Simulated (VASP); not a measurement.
Consider the following.

```
W3Si2
1.0
    6.56202     0.00000     0.00000
    0.00000     6.56202     0.00000
    0.00000     0.00000     3.32092
Si W
4 6
Direct
  0.13294   0.63294   0.00000
  0.86706   0.36706   0.00000
  0.36706   0.13294   0.00000
  0.63294   0.86706   0.00000
  0.50000   0.50000   0.00000
  0.00000   0.00000   0.00000
  0.66134   0.16134   0.50000
  0.33866   0.83866   0.50000
  0.83866   0.66134   0.50000
  0.16134   0.33866   0.50000
```

Level of theory: r2SCAN meta-GGA, VASP's PBE PAW potentials (set 64) (plane waves; VASP 6.6.1). Settings: 400 eV cut-off, 5×5×10 Γ-centred mesh, tetrahedra with Blöchl corrections, potentials Si W_sv.

For a metal the tetrahedron method with Blöchl corrections gives inexact stress and forces. Unless said otherwise, spin-orbit coupling is left out, though it shifts the bands of the heavy elements here.

Question: What does the run give for the energy per atom (σ→0), largest force, band gap (over mesh and band path) with the smallest direct gap where there is one?

Answer: 
```
Item                                                                   Value
----------------------------------  ----------------------------------------
band gap (over mesh and band path)  none (metal, semimetal or under 0.01 eV)
energy per atom (σ→0)                                        -34.287 eV/atom
largest force                                                     0.112 eV/Å
```

The structure comes from a computed database's Si2W3 entry (P4/mbm); how it stands against other phases isn't given here. It was relaxed first.
